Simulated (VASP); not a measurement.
These are PBE GGA, VASP's PBE PAW potentials (set 64) (plane waves; VASP 6.6.1) values and carry that method's errors.

VASP input:

**INCAR**
```
SYSTEM = CoGa
PREC = Accurate
ENCUT = 400
EDIFF = 1E-6
NELM = 100
ALGO = Normal
LREAL = .FALSE.
LASPH = .TRUE.
ISMEAR = 1
SIGMA = 0.1
GGA = PE
LMAXMIX = 4
LWAVE = .FALSE.
LCHARG = .FALSE.
ISIF = 2
```

**KPOINTS**
```
Automatic mesh
0
Monkhorst-Pack
6 6 6
0 0 0
```

### POSCAR
```
CoGa
1
    2.9376000000     0.0000000000     0.0000000000
    0.0000000000     2.9376000000     0.0000000000
    0.0000000000     0.0000000000     2.9376000000
Ga Co
1 1
Direct
  0.5000000000   0.5000000000   0.5000000000
  0.0000000000   0.0000000000   0.0000000000
```

POTCAR, in this order: Ga_d Co (PBE.64 set). Program: vasp_std.

Gaps are read on the run's mesh, which can miss a band edge.

Q: What does the run give for the energy per atom (σ→0), pressure, band gap (on the k-mesh)?

A: 
| Quantity | Value |
|---|---|
| energy per atom (σ→0) | -5.218 eV/atom |
| band gap (on the k-mesh) | none (metal, semimetal or under 0.01 eV) |
| pressure | -9.45 GPa |

### OSZICAR
```
...
DAV:   6    -0.128810102119E+02   -0.14449E+01   -0.25754E+01   354   0.654E+01    0.132E+01
DAV:   7    -0.104565816029E+02    0.24244E+01   -0.12041E+01   314   0.482E+01    0.158E+00
DAV:   8    -0.104444894518E+02    0.12092E-01   -0.26963E-01   364   0.545E+00    0.707E-01
DAV:   9    -0.104374476581E+02    0.70418E-02   -0.22555E-02   440   0.222E+00    0.159E-01
DAV:  10    -0.104371655992E+02    0.28206E-03   -0.60500E-04   378   0.350E-01    0.675E-02
DAV:  11    -0.104371604774E+02    0.51218E-05   -0.69175E-05   435   0.149E-01    0.144E-02
DAV:  12    -0.104371595622E+02    0.91514E-06   -0.43309E-06   332   0.359E-02
   1 F= -.10437160E+02 E0= -.10436702E+02  d E =-.137194E-02
```

The compound is CoGa in the CsCl type structure. The cell was not relaxed at this level. The k-mesh is coarse (spacing up to 0.36 per Å, 2π included), so the numbers may not be converged in it. The run is one of a series of settings (KPOINTS 6×6×6 Monkhorst-Pack mesh against the base run), some of them coarse on purpose. The run is not spin-polarised, so no magnetic state was tried.
